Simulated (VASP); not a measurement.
```
Al
1.0
    0.00000     2.00173     2.00173
    2.00173     0.00000     2.00173
    2.00173     2.00173     0.00000
Al
1
Direct
  0.00000   0.00000   0.00000
```

The numbers are results of PBE GGA with D3 dispersion (zero damping), VASP's PBE PAW potentials (set 64) (plane waves; VASP), not measurements. Numerical set-up: 520 eV cut-off, Gaussian smearing of 0.050 eV, potentials Al.

Q: Give the energies of bands 1 to 4 at the high-symmetry points, in eV from the Fermi level.

A: 
```
band       Γ      X      U      L      W
----  ------  -----  -----  -----  -----
1     -11.36  -3.02  -1.97  -4.74  -0.92
2      12.74  -1.64  -1.45  -4.45  -0.92
3      12.74   5.23  -0.38  11.56   0.09
4      12.74   5.69   6.68  11.56   1.23
```

It has no gap at this level: it comes out as a metal or semimetal.

The compound is Al in the fcc structure. It was relaxed first.
